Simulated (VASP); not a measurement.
Method: revPBE GGA, VASP's PBE PAW potentials (set 64) (plane waves; VASP).

A VASP calculation is set up with these files.

POSCAR:
```
WC
1
    1.4664995230    -2.5400517599     0.0000000000
    1.4664995230     2.5400517599     0.0000000000
    0.0000000000     0.0000000000     2.8560800557
W C
1 1
Direct
  0.0000000000   0.0000000000   0.0000000000
  0.3333330000   0.6666670000   0.5000000000
```

### INCAR
```
LCHARG  =  T
EDIFF  =  1E-7
PREC  =  Accurate
ENCUT  =  520
GGA  =  RE   # revPBE
SYSTEM  =  WC
LMAXMIX  =  6   # l cut-off of mixed one-centre charges
NELM  =  100
LREAL  =  F
ISMEAR  =  -5   # tetrahedra, Bloechl
NEDOS  =  601
ISIF  =  2   # forces and stress, cell fixed
ALGO  =  Normal   # blocked Davidson
LWAVE  =  F
LASPH  =  T
LORBIT  =  11
```

File KPOINTS:
```
Regular mesh
0
gamma
 16 16 14
0 0 0
```

POTCAR, in this order: W_sv C (PBE.64 set). Program: vasp_std.

Output

### OSZICAR
```
       N       E                     dE             d eps       ncg     rms          rms(c)
DAV:   1     0.113423747039E+03    0.11342E+03   -0.98760E+03  6256   0.154E+03
DAV:   2    -0.204714689663E+02   -0.13390E+03   -0.13091E+03  7095   0.384E+02
DAV:   3    -0.245608468401E+02   -0.40894E+01   -0.40567E+01  7734   0.616E+01
DAV:   4    -0.246016853261E+02   -0.40838E-01   -0.40819E-01  6763   0.652E+00
DAV:   5    -0.246020239286E+02   -0.33860E-03   -0.33851E-03  7493   0.613E-01    0.307E+01
DAV:   6    -0.216858363183E+02    0.29162E+01   -0.94807E+00  7055   0.315E+01    0.797E+00
DAV:   7    -0.216211265978E+02    0.64710E-01   -0.41291E-01  6530   0.571E+00    0.572E+00
DAV:   8    -0.215969029855E+02    0.24224E-01   -0.73163E-02  6905   0.266E+00    0.818E-01
DAV:   9    -0.215960001656E+02    0.90282E-03   -0.35082E-03  6768   0.495E-01    0.146E-01
DAV:  10    -0.215959811518E+02    0.19014E-04   -0.28727E-04  7265   0.226E-01    0.722E-02
DAV:  11    -0.215959825655E+02   -0.14137E-05   -0.17630E-05  6790   0.411E-02    0.107E-02
DAV:  12    -0.215959811562E+02    0.14094E-05   -0.51089E-06  6915   0.230E-02    0.275E-03
DAV:  13    -0.215959810882E+02    0.67929E-07   -0.95358E-08  4265   0.330E-03
   1 F= -.21595981E+02 E0= -.21595981E+02  d E =0.000000E+00
```

OUTCAR:
```
------------------------ aborting loop because EDIFF is reached ----------------------------------------
  FORCE on cell =-STRESS in cart. coord.  units (eV):
  Direction    XX          YY          ZZ          XY          YZ          ZX
  --------------------------------------------------------------------------------------
  Total       -0.0139352     -0.0139352      0.0541297      0.0000000      0.0000000      0.0000000
  in kB       -1.0492998     -1.0492999      4.0758793      0.0000000      0.0000000      0.0000000
  external PRESSURE =       0.6590932 kB  Pullay stress =       0.0000000 kB
  volume of cell :       21.28
      direct lattice vectors                 reciprocal lattice vectors
     1.466499523 -2.540051760  0.000000000     0.340947946 -0.196846382  0.000000000
     1.466499523  2.540051760  0.000000000     0.340947946  0.196846382  0.000000000
     0.000000000  0.000000000  2.856080056     0.000000000  0.000000000  0.350130242
 POSITION                                       TOTAL-FORCE (eV/Angst)
 -----------------------------------------------------------------------------------
      0.00000      0.00000      0.00000         0.000000      0.000000      0.000000
      1.46650      0.84669      1.42804         0.000000      0.000000      0.000000
 -----------------------------------------------------------------------------------
    total drift:                               -0.000000     -0.000388      0.000000
  FREE ENERGIE OF THE ION-ELECTRON SYSTEM (eV)
  ---------------------------------------------------
  free  energy   TOTEN  =       -21.5959810882 eV

  energy  without entropy=      -21.5959810882  energy(sigma->0) =      -21.59598109

 total charge

# of ion       s       p       d       tot
------------------------------------------
    1        2.341   6.407   3.355  12.103
    2        0.858   1.552   0.000   2.410
--------------------------------------------------
tot          3.199   7.959   3.355  14.513
```
(Selected blocks of OUTCAR.)

For a metal the tetrahedron method with Blöchl corrections gives inexact stress and forces.

The compound is WC in the wc structure. It was relaxed first.
